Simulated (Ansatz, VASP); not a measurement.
## Two plane-wave programs on NaCu3H4

```
Na Cu H
1.0
     4.22541    0.00000    0.00000
     0.00000    4.22541    0.00000
     0.00000    0.00000    4.22541
Na Cu H
1 3 4
Cartesian
  0.0000 0.0000 0.0000
  0.0000 2.1127 2.1127
  2.1127 2.1127 0.0000
  2.1127 0.0000 2.1127
  2.9920 2.9920 1.2334
  2.9920 1.2334 2.9920
  1.2334 2.9920 2.9920
  1.2334 1.2334 1.2334
```

Change from the starting cell: species swapped into the Zn3CdSe4 type (P-43m, No. 215).

Alike in both runs: functional PBE; k mesh 4 × 4 × 4; occupations gaussian, width 0.1 eV; no spin polarisation.

Ansatz relaxed the structure, and its values are those at the end. VASP's run is a single point on that final structure, the one shown.

|  | VASP | Ansatz |
| --- | --- | --- |
| version | VASP 6.6.1 | Ansatz 0.2.0 |
| potentials or method | VASP PAW PBE potentials, release 64 (Na_pv, Cu, H) | scalar-relativistic, plane waves, PAW |
| plane-wave cutoff (eV) | 520 | 420 |
| valence electrons in the cell | 44 | 70 |

VASP gave:

```
gap on the k mesh at the Fermi level (eV) : 0.30
least direct gap on the mesh (eV)         : 1.66
pressure (GPa)                            : 0.1
rms of the force components (eV/Å)        : 0.001
```

What did Ansatz give for the same quantities?

gap on the k mesh at the Fermi level (eV): 0.28; least direct gap on the mesh (eV): 1.65; pressure (GPa): -0.1; rms of the force components (eV/Å): 0.004.

The two sets of potentials don't hold the same shells in valence.

A k mesh can miss the band edges.
